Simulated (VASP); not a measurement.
The system is NiMoIrPdW.

```
CELL_PARAMETERS angstrom
2.77081 0.00000 0.00000
-1.38540 2.39959 0.00000
0.00000 0.00000 22.01991
ATOMIC_POSITIONS crystal
Ni 0.33333 0.66667 0.85081
Ni 0.66667 0.33333 0.14919
Mo 0.66667 0.33333 0.76059
Mo 0.33333 0.66667 0.23941
Pd 0.33333 0.66667 0.05329
Pd 0.66667 0.33333 0.94671
Ir 0.33333 0.66667 0.65826
Ir 0.66667 0.33333 0.34174
W 0.33333 0.66667 0.44418
W 0.66667 0.33333 0.55582
```

The cell was built by a generator and needn't be a form met in nature.

* Program: VASP 6.6.1
* Task: relaxation of cell and atoms
* Functional: revPBE
* Potentials or basis: VASP PAW PBE potentials, release 64 (Ni, Mo_sv, Pd, Ir, W_sv)
* Cutoff: 600 eV
* k mesh: 11 × 11 × 2
* Occupations: fermi-dirac, width 0.05 eV
* Spin: collinear spin, ferromagnetic start
* Starting moments: [1.0, 1.0, 1.0, 1.0, 0.0, 0.0, 0.6, 0.6, 0.0, 0.0] μB

At the start: pressure 3.3 GPa; volume 14.64 Å³/atom.

How do energy, volume and symmetry change on relaxing?

Over 17 steps the energy falls by 2.2 meV/atom and the volume is 14.84 Å³/atom (+1.4 %); space group P-3m1 (No. 164, to 0.05 Å); moment 0.00 μB per cell.

The path:
| step | energy change (eV) | largest force (eV/Å) | pressure (GPa) | volume (Å³) |
| --- | --- | --- | --- | --- |
| 1 | 0.0000 | 0.1164 | 3.30 | 146.41 |
| 2 | 0.0790 | 0.1435 | -6.85 | 152.89 |
| 3 | -0.0203 | 0.1066 | -0.11 | 148.39 |
| 4 | -0.0203 | 0.1069 | -0.05 | 148.35 |
| 5 | -0.0215 | 0.0279 | 0.04 | 148.33 |
| 6 | -0.0215 | 0.0257 | 0.05 | 148.33 |
| 7 | -0.0216 | 0.0228 | -0.07 | 148.42 |
| 8 | -0.0217 | 0.0259 | -0.22 | 148.52 |
| 9 | -0.0217 | 0.0253 | -0.22 | 148.51 |
| 10 | -0.0219 | 0.0233 | -0.17 | 148.49 |
| 11 | -0.0220 | 0.0218 | -0.03 | 148.43 |
| 12 | -0.0221 | 0.0257 | 0.01 | 148.41 |
| 13 | -0.0221 | 0.0235 | 0.02 | 148.41 |
| 14 | -0.0222 | 0.0168 | 0.04 | 148.41 |
| 15 | -0.0222 | 0.0198 | 0.06 | 148.41 |
| 16 | -0.0222 | 0.0108 | 0.03 | 148.41 |
| 17 | -0.0222 | 0.0070 | 0.00 | 148.44 |

Final structure:
```
CELL_PARAMETERS angstrom
2.78556 -0.00001 0.00000
-1.39278 2.41236 0.00000
0.00000 0.00000 22.09014
ATOMIC_POSITIONS crystal
Ni 0.33333 0.66667 0.85048
Ni 0.66667 0.33333 0.14952
Mo 0.66667 0.33333 0.75986
Mo 0.33333 0.66667 0.24014
Pd 0.33333 0.66667 0.05340
Pd 0.66667 0.33333 0.94660
Ir 0.33333 0.66666 0.65784
Ir 0.66667 0.33334 0.34216
W 0.33333 0.66667 0.44414
W 0.66667 0.33333 0.55586
```

Caveat: the PAW data sets were made with another functional, which shifts forces and pressure a little.
